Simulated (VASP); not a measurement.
# Band gap of BaTiO3: cutoff, mesh and cell

Aim: test what besides the functional moves the gap of BaTiO3. The starting structure is a measured crystal structure from the Crystallography Open Database. Cell and atoms stay as given unless a step says otherwise.

Main program and level: VASP 6.6.1; Kohn-Sham DFT with plane waves and PAW; LDA.

### Step 1. The starting structure

The structure is cubic, space group Pm-3m (No. 221). The conventional cell has a = 4.006 Å, b = 4.006 Å, c = 4.006 Å, α = 90.00°, β = 90.00°, γ = 90.00°. Ba has 12 O at 2.83 Å nearest. Ti has 6 O at 2.00 Å nearest. Nearest to O lie 2 Ti at 2.00 Å and 4 Ba at 2.83 Å. O has 2 Ti at 2.00 Å and 4 Ba at 2.83 Å nearest. Farther neighbours and most contacts between anions are not listed.

As a file:

```xyz
10
Lattice="4.0060 0.0000 0.0000 0.0000 4.0060 0.0000 0.0000 0.0000 8.0120" Properties=species:S:1:pos:R:3 pbc="T T T"
Ba    2.0030    2.0030    2.0030
Ba    2.0030    2.0030    6.0090
Ti    0.0000    0.0000    0.0000
Ti    0.0000    0.0000    4.0060
O     0.0000    0.0000    2.0030
O     0.0000    0.0000    6.0090
O     0.0000    2.0030    0.0000
O     0.0000    2.0030    4.0060
O     2.0030    0.0000    0.0000
O     2.0030    0.0000    4.0060
```

### Step 2. Reference bands

The input, INCAR:

```
SYSTEM = BaTiO3
PREC = Accurate
ENCUT = 460
EDIFF = 1E-06
NELM = 100
ISMEAR = 0
SIGMA = 0.03
LREAL = .FALSE.
ALGO = Normal
GGA = CA
NBANDS = 69
ISPIN = 2
MAGMOM = 0 0 1 -1 0 0 0 0 0 0
LASPH = .TRUE.
LMAXMIX = 4
LORBIT = 11
LWAVE = .FALSE.
LCHARG = .FALSE.
KPAR = 16
```

The input, POSCAR:

```
BaTiO3
1.0
    4.0060000000      0.0000000000      0.0000000000
    0.0000000000      4.0060000000      0.0000000000
    0.0000000000      0.0000000000      8.0120000000
Ba Ti O
2 2 6
Direct
    0.5000000000      0.5000000000      0.2500000000
    0.5000000000      0.5000000000      0.7500000000
    0.0000000000      0.0000000000      0.0000000000
    0.0000000000      0.0000000000      0.5000000000
    0.0000000000      0.0000000000      0.2500000000
    0.0000000000      0.0000000000      0.7500000000
    0.0000000000      0.5000000000      0.0000000000
    0.0000000000      0.5000000000      0.5000000000
    0.5000000000      0.0000000000      0.0000000000
    0.5000000000      0.0000000000      0.5000000000
```

The input, KPOINTS:

```
Automatic mesh
0
Gamma
6 6 4
0 0 0
```

The input, KPOINTS_OPT:

```
Line mode
8
Line-mode
Reciprocal
  0.00000000   0.00000000   0.00000000 GAMMA
  0.00000000   0.50000000   0.00000000 X

  0.00000000   0.50000000   0.00000000 X
  0.50000000   0.50000000   0.00000000 M

  0.50000000   0.50000000   0.00000000 M
  0.00000000   0.00000000   0.00000000 GAMMA

  0.00000000   0.00000000   0.00000000 GAMMA
  0.00000000   0.00000000   0.50000000 Z

  0.00000000   0.00000000   0.50000000 Z
  0.00000000   0.50000000   0.50000000 R

  0.00000000   0.50000000   0.50000000 R
  0.50000000   0.50000000   0.50000000 A

  0.50000000   0.50000000   0.50000000 A
  0.00000000   0.00000000   0.50000000 Z

  0.00000000   0.50000000   0.00000000 X
  0.00000000   0.50000000   0.50000000 R

  0.50000000   0.50000000   0.00000000 M
  0.50000000   0.50000000   0.50000000 A
```

The projector-augmented-wave data sets are Ba_sv, Ti_sv and O (LDA family, release 64).

Command:

```
> mpirun -np 16 vasp_std
```

The log of the run:

```text
[banner, memory and clock lines left out]
running   16 mpi-ranks, on    1 nodes
 distrk:  each k-point on    1 cores,   16 groups
 distr:  one band on    1 cores,    1 groups

 POSCAR found type information on POSCAR BaTiO
 POSCAR found :  3 types and      10 ions
|                                                                             |
|           W    W    AA    RRRRR   N    N  II  N    N   GGGG   !!!           |
|           W    W   A  A   R    R  NN   N  II  NN   N  G    G  !!!           |
|           W    W  A    A  R    R  N N  N  II  N N  N  G       !!!           |
|           W WW W  AAAAAA  RRRRR   N  N N  II  N  N N  G  GGG   !            |
|           WW  WW  A    A  R   R   N   NN  II  N   NN  G    G                |
|           W    W  A    A  R    R  N    N  II  N    N   GGGG   !!!           |
|                                                                             |
|     For optimal performance we recommend to set                             |
|       NCORE = 2 up to number-of-cores-per-socket                            |
|     NCORE specifies how many cores store one orbital (NPAR=cpu/NCORE).      |
|     This setting can greatly improve the performance of VASP for DFT.       |
|     The default, NCORE=1 might be grossly inefficient on modern             |
|     multi-core architectures or massively parallel machines. Do your        |
|     Unfortunately you need to use the default for GW and RPA                |
|     calculations (for HF NCORE is supported but not extensively tested      |
|     yet).                                                                   |
|                                                                             |

 LDA part: xc-table for (Slater(with rela. corr.)+CA(PZ))
 , standard interpolation
 POSCAR, INCAR and KPOINTS ok, starting setup
 FFT: planning ... GRIDC
 FFT: planning ... GRID_SOFT
 FFT: planning ... GRID
 WAVECAR not read
 entering main loop
       N       E                     dE             d eps       ncg     rms          rms(c)
DAV:   1     0.806717499060E+03    0.80672E+03   -0.34242E+04  8280   0.114E+03
DAV:   2    -0.196254410383E+01   -0.80868E+03   -0.73470E+03  8741   0.342E+02
DAV:   3    -0.102575709131E+03   -0.10061E+03   -0.97825E+02 10215   0.126E+02
DAV:   4    -0.109111749053E+03   -0.65360E+01   -0.64914E+01 12048   0.267E+01
DAV:   5    -0.109320322715E+03   -0.20857E+00   -0.20838E+00 11302   0.428E+00    0.334E+01
DAV:   6    -0.893268867930E+02    0.19993E+02   -0.44088E+01 10917   0.529E+01    0.145E+01
DAV:   7    -0.887202139672E+02    0.60667E+00   -0.10314E+01  9996   0.208E+01    0.101E+01
DAV:   8    -0.882427208337E+02    0.47749E+00   -0.87219E-01 10798   0.658E+00    0.463E+00
DAV:   9    -0.882834882842E+02   -0.40767E-01   -0.35115E-01 12358   0.340E+00    0.237E+00
DAV:  10    -0.882238296135E+02    0.59659E-01   -0.16485E-01  9893   0.393E+00    0.875E-01
DAV:  11    -0.882139916585E+02    0.98380E-02   -0.14231E-02 10714   0.821E-01    0.170E-01
DAV:  12    -0.882138624984E+02    0.12916E-03   -0.22934E-03 10895   0.252E-01    0.946E-02
DAV:  13    -0.882138602846E+02    0.22138E-05   -0.30322E-04 10681   0.123E-01    0.569E-02
DAV:  14    -0.882138347067E+02    0.25578E-04   -0.11731E-04 11416   0.922E-02    0.239E-02
DAV:  15    -0.882138307142E+02    0.39925E-05   -0.15643E-05 10426   0.282E-02    0.672E-03
DAV:  16    -0.882138304919E+02    0.22231E-06   -0.14758E-06  8750   0.578E-03
   1 F= -.88213830E+02 E0= -.88213830E+02  d E =-.152612E-28  mag=     0.0000
 Start KPOINTS_OPT (optional k-point list driver)
k-point batch [1-30\72]
       N       E                     dE             ncg
DAV:   1     0.134976631687E+04   -0.37204E+05     8280
DAV:   2    -0.212901041184E+05   -0.22640E+05     8704
DAV:   3    -0.242440328750E+05   -0.29539E+04    10820
DAV:   4    -0.244064279462E+05   -0.16240E+03    11616
DAV:   5    -0.244134137131E+05   -0.69858E+01    11083
DAV:   6    -0.244135371721E+05   -0.12346E+00    10898
DAV:   7    -0.244135403855E+05   -0.32134E-02    10618
DAV:   8    -0.244135404962E+05   -0.11071E-03     9599
DAV:   9    -0.244135405005E+05   -0.43421E-05     6934
DAV:  10    -0.244135405008E+05   -0.28493E-06     6234
[...]
k-point batch [61-72\72]
       N       E                     dE             ncg
DAV:   1     0.359155036191E+05   -0.28342E+05     3312
DAV:   2     0.267002837526E+05   -0.92152E+04     3464
DAV:   3     0.254877849073E+05   -0.12125E+04     4468
DAV:   4     0.254224417500E+05   -0.65343E+02     4632
DAV:   5     0.254201509779E+05   -0.22908E+01     4470
DAV:   6     0.254201115597E+05   -0.39418E-01     4563
DAV:   7     0.254201111491E+05   -0.41059E-03     4494
DAV:   8     0.254201111419E+05   -0.72159E-05     3969
DAV:   9     0.254201111418E+05   -0.91102E-07     2681
```

The job ended after 79 s (16 MPI ranks of Intel Xeon Platinum 8259CL at 2.50GHz (Skylake/Cascade Lake), shared host; peak memory 10 GiB).

The logs omit lines about the potential files and the build; timing stands in the text.

Parts of OUTCAR (step 2):

```text
ion  position               nearest neighbor table
   1  0.500  0.500  0.250-   5 2.83   7 2.83   8 2.83   9 2.83  10 2.83   5 2.83   9 2.83  10 2.83
                             5 2.83   7 2.83   8 2.83   5 2.83   3 3.47   4 3.47   4 3.47   4 3.47
   2  0.500  0.500  0.750-   6 2.83   7 2.83   8 2.83   9 2.83  10 2.83   6 2.83   9 2.83  10 2.83
                             6 2.83   7 2.83   8 2.83   6 2.83   3 3.47   4 3.47   4 3.47   4 3.47
   3  0.000  0.000  0.000-   5 2.00   6 2.00   7 2.00   9 2.00   7 2.00   9 2.00   1 3.47   2 3.47
                             1 3.47   1 3.47   2 3.47   2 3.47   1 3.47   2 3.47
   4  0.000  0.000  0.500-   5 2.00   6 2.00   8 2.00  10 2.00   8 2.00  10 2.00   1 3.47   2 3.47
                             1 3.47   1 3.47   2 3.47   2 3.47   1 3.47   2 3.47
   5  0.000  0.000  0.250-   3 2.00   4 2.00   1 2.83   1 2.83   1 2.83   1 2.83
   6  0.000  0.000  0.750-   3 2.00   4 2.00   2 2.83   2 2.83   2 2.83   2 2.83
   7  0.000  0.500  0.000-   3 2.00   3 2.00   1 2.83   2 2.83   1 2.83   2 2.83
   8  0.000  0.500  0.500-   4 2.00   4 2.00   1 2.83   2 2.83   1 2.83   2 2.83
   9  0.500  0.000  0.000-   3 2.00   3 2.00   1 2.83   1 2.83   2 2.83   2 2.83
  10  0.500  0.000  0.500-   4 2.00   4 2.00   1 2.83   1 2.83   2 2.83   2 2.83

  LATTYP: Found a simple tetragonal cell.
 ALAT       =     4.0060000000
 C/A-ratio  =     2.0000000000

 Subroutine GETGRP returns: Found 16 space group operations
 (whereof 16 operations were pure point group operations)

The static configuration has the point symmetry D_4h.

 Found     30 irreducible k-points:

   k-points           NKPTS =     30   k-points in BZ     NKDIM =     30   number of bands    NBANDS=     69

   dimension x,y,z NGX =    28 NGY =   28 NGZ =   56
   dimension x,y,z NGXF=    56 NGYF=   56 NGZF=  112

   ENCUT  =  460.0 eV  33.81 Ry    5.81 a.u.   7.01  7.01 14.01*2*pi/ulx,y,z

   NELECT =      80.0000    total number of electrons

 k-points in reciprocal lattice and weights: Automatic mesh
   0.00000000  0.00000000  0.00000000       0.007
   0.16666667  0.00000000  0.00000000       0.028
   0.33333333  0.00000000  0.00000000       0.028
   0.50000000  0.00000000  0.00000000       0.014
   0.16666667  0.16666667  0.00000000       0.028
   0.33333333  0.16666667  0.00000000       0.056
   0.50000000  0.16666667  0.00000000       0.028
   0.33333333  0.33333333  0.00000000       0.028
   0.50000000  0.33333333  0.00000000       0.028
[...]
0.50000000  0.33333333  0.50000000       0.028
   0.50000000  0.50000000  0.50000000       0.007

 average (electrostatic) potential at core
       1 -32.2313       2 -32.2313       3 -77.1698       4 -77.1698       5 -70.8835
       6 -70.8835       7 -70.8828       8 -70.8828       9 -70.8828      10 -70.8828

 E-fermi :   3.7299

 spin component 1
 k-point     1 :       0.0000    0.0000    0.0000
  band No.  band energies     occupation
    ...
     36       2.7785      1.00000
     37       2.7785      1.00000
     38       3.3573      1.00000
     39       3.3573      1.00000
     40       3.3573      1.00000
     41       5.1536      0.00000
     42       5.1536      0.00000
     43       5.1536      0.00000
     44       5.3175      0.00000
     45       6.9459      0.00000
    ...

 k-point     2 :       0.1667    0.0000    0.0000
  band No.  band energies     occupation
    ...
     36       2.4491      1.00000
     37       2.6122      1.00000
     38       2.7223      1.00000
     39       3.1686      1.00000
     40       3.1686      1.00000
     41       5.1932      0.00000
     42       5.6952      0.00000
     43       5.6952      0.00000
     44       5.7938      0.00000
     45       6.9467      0.00000
    ...

 k-point     3 :       0.3333    0.0000    0.0000
  band No.  band energies     occupation
    ...
     36       2.3661      1.00000
     37       2.4675      1.00000
     38       2.8936      1.00000
     39       2.8937      1.00000
     40       3.2360      1.00000
     41       5.2750      0.00000
     42       6.5589      0.00000
     43       6.5590      0.00000
     44       6.5891      0.00000
     45       6.9507      0.00000
    ...

 k-point     4 :       0.5000    0.0000    0.0000
  band No.  band energies     occupation
    ...
     36       2.6305      1.00000
     37       2.6305      1.00000
     38       2.7782      1.00000
     39       2.7783      1.00000
     40       3.4092      1.00000
     41       5.3175      0.00000
     42       6.9460      0.00000
     43       6.9460      0.00000
     44       6.9531      0.00000
     45       6.9532      0.00000
    ...

 k-point     5 :       0.1667    0.1667    0.0000
  band No.  band energies     occupation
    ...
     36       2.4548      1.00000
     37       2.5540      1.00000
     38       2.5826      1.00000
     39       2.9294      1.00000
     40       3.0301      1.00000
     41       5.6561      0.00000
     42       5.7784      0.00000
     43       5.9590      0.00000
     44       6.1309      0.00000
     45       7.0089      0.00000
    ...

 k-point     6 :       0.3333    0.1667    0.0000
  band No.  band energies     occupation
    ...
     36       2.5899      1.00000
     37       2.5919      1.00000
     38       2.6585      1.00000
     39       2.8261      1.00000
     40       3.2288      1.00000
     41       5.7636      0.00000
     42       6.5684      0.00000
     43       6.6179      0.00000
     44       6.7793      0.00000
     45       7.0746      0.00000
    ...

  Total       -6.4590885     -6.4590885     -6.4606186      0.0000000      0.0000000      0.0000000
  in kB      -80.4857490    -80.4857490    -80.5048144      0.0000000      0.0000000      0.0000000
  external PRESSURE =     -80.4921041 kB  Pullay stress =       0.0000000 kB

  energy-cutoff  :      460.00
  volume of cell :      128.58
      direct lattice vectors                 reciprocal lattice vectors
     4.006000000  0.000000000  0.000000000     0.249625562  0.000000000  0.000000000
     0.000000000  4.006000000  0.000000000     0.000000000  0.249625562  0.000000000
     0.000000000  0.000000000  8.012000000     0.000000000  0.000000000  0.124812781

 POSITION                                       TOTAL-FORCE (eV/Angst)
 -----------------------------------------------------------------------------------
      2.00300      2.00300      2.00300        -0.000000     -0.000000      0.000000
      2.00300      2.00300      6.00900        -0.000000     -0.000000     -0.000000
      0.00000      0.00000      0.00000        -0.000000     -0.000000     -0.000000
      0.00000      0.00000      4.00600        -0.000000     -0.000000     -0.000000
      0.00000      0.00000      2.00300        -0.000000     -0.000000     -0.000000
      0.00000      0.00000      6.00900        -0.000000     -0.000000     -0.000000
      0.00000      2.00300      0.00000        -0.000000      0.000000     -0.000000
      0.00000      2.00300      4.00600        -0.000000      0.000000     -0.000000
      2.00300      0.00000      0.00000         0.000000     -0.000000     -0.000000
      2.00300      0.00000      4.00600         0.000000     -0.000000     -0.000000
 -----------------------------------------------------------------------------------
    total drift:                               -0.000000     -0.000000     -0.000000

  FREE ENERGIE OF THE ION-ELECTRON SYSTEM (eV)
  ---------------------------------------------------
  free  energy   TOTEN  =       -88.2138304919 eV

  energy  without entropy=      -88.2138304919  energy(sigma->0) =      -88.21383049

 total charge
# of ion       s       p       d       tot
------------------------------------------
    1        2.005   5.635   0.336   7.976
    2        2.005   5.635   0.336   7.976
    3        2.212   6.274   1.718  10.204
    4        2.212   6.274   1.718  10.204
    5        1.559   3.444   0.000   5.004
    6        1.559   3.444   0.000   5.004
    7        1.559   3.444   0.000   5.004
    8        1.559   3.444   0.000   5.004
    9        1.559   3.444   0.000   5.004
   10        1.559   3.444   0.000   5.004
--------------------------------------------------
tot         17.788  44.484   4.109  66.382

 magnetization (x)
# of ion       s       p       d       tot
------------------------------------------
    1        0.000   0.000   0.000   0.000
    2        0.000   0.000   0.000   0.000
    3       -0.000   0.000  -0.000  -0.000
    4        0.000  -0.000   0.000   0.000
    5        0.000   0.000   0.000   0.000
    6        0.000   0.000   0.000   0.000
    7       -0.000  -0.000   0.000  -0.000
    8        0.000   0.000   0.000   0.000
    9       -0.000  -0.000   0.000  -0.000
   10        0.000   0.000   0.000   0.000
--------------------------------------------------
tot          0.000   0.000   0.000   0.000

[... 1 further part left out ...]
```

The moments of the start collapse, so the state is non-magnetic; other starts or orders were not tried. At this level the cell is under a tension of 8.0 GPa, so at these settings it is away from equilibrium.

The reference gap is 1.652 eV.

(Part 1 of 2 ends here.)

[Lines on the potential files, build, host, timing and source positions are cut from VASP's logs without a mark.]

[Logs are printed without paths, hosts, clocks, repeated set-up lines and the standing remarks that a program may print on its own settings, such as how far it seeks lower states.]

[Hosts, paths, dates, database ids (printed as entryN), source tags and the programs' standing remarks are cut or masked in the printed files.]
